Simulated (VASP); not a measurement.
A convergence study with VASP on PbS (rock salt): one setting is varied, all else stays as given below, so the limit is that of these other settings.

```
PbS
1.0
    0.00000     2.97000     2.97000
    2.97000     0.00000     2.97000
    2.97000     2.97000     0.00000
Pb S
1 1
Direct
  0.00000   0.00000   0.00000
  0.50000   0.50000   0.50000
```

All values below come from PBEsol GGA, VASP's PBE PAW potentials (set 64) (plane waves; VASP). The tightest run used: 550 eV cut-off, 17×17×17 Γ-centred mesh, Gaussian smearing of 0.050 eV, potentials Pb_d S.

Q: The settings run are 1×1×1 mesh; 2×2×2 mesh; 3×3×3 mesh; 5×5×5 mesh; 6×6×6 mesh; 7×7×7 mesh; 8×8×8 mesh; 10×10×10 mesh; 11×11×11 mesh; 12×12×12 mesh; 13×13×13 mesh; 14×14×14 mesh; 16×16×16 mesh; 17×17×17 mesh. From which on does the stress (every component) stay within 0.1 GPa of the tightest run?

A: From 6×6×6 mesh on: it is off by 0.04 there and by no more than 0.1 in any finer run, while 5×5×5 mesh is off by 0.23.
```csv
setting,E (eV/atom),pressure (GPa),irreducible k-points,difference judged (GPa)
1×1×1 mesh,-2.4935,19.23,1,20.33
2×2×2 mesh,-4.0133,5.47,3,6.57
3×3×3 mesh,-4.7879,-2.22,4,1.12
5×5×5 mesh,-4.7342,-1.33,10,0.23
6×6×6 mesh,-4.7281,-1.14,16,0.04
7×7×7 mesh,-4.7282,-1.17,20,0.07
8×8×8 mesh,-4.7272,-1.11,29,0.01
10×10×10 mesh,-4.7269,-1.10,47,0.00
11×11×11 mesh,-4.7270,-1.11,56,0.01
12×12×12 mesh,-4.7268,-1.10,72,0.00
13×13×13 mesh,-4.7269,-1.11,84,0.00
14×14×14 mesh,-4.7268,-1.10,104,0.00
16×16×16 mesh,-4.7268,-1.10,145,0.00
17×17×17 mesh,-4.7268,-1.10,165,0.00
```

Left out are rungs that failed or repeat a setting and relaxations that didn't move; long series are thinned to 24 rows.

The compound is PbS in the rock salt structure. The cell was not relaxed at this level.
